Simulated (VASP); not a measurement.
Given:

```xyz
2
Lattice="1.4750 -2.5548 0.0000 1.4750 2.5548 0.0000 0.0000 0.0000 4.6800" Properties=species:S:1:pos:R:3 pbc="T T T"
Ti     1.4750     0.8516     1.1700
Ti     1.4750    -0.8516     3.5100
```

These are PBE GGA with spin-orbit coupling, VASP's PBE PAW potentials (set 64) (plane waves; VASP) values and carry that method's errors. Run with 400 eV cut-off, 13×13×7 Γ-centred mesh, first-order Methfessel-Paxton smearing of 0.10 eV, potentials Ti_sv.

### Question
Give the stress tensor in GPa (positive for a compressed cell).

### Answer

```
-2.60   0.00   0.00
 0.00  -2.60   0.00
 0.00   0.00  -2.80
```
The pressure is its mean diagonal, -2.67 GPa.

The compound is Ti in the hcp structure. The cell was not relaxed at this level. The run is one of a series of settings (GGA_COMPAT = .FALSE., LSORBIT = .TRUE., MAGMOM = 0 0 0 0 0 0, program vasp_ncl against the base run), some of them coarse on purpose.
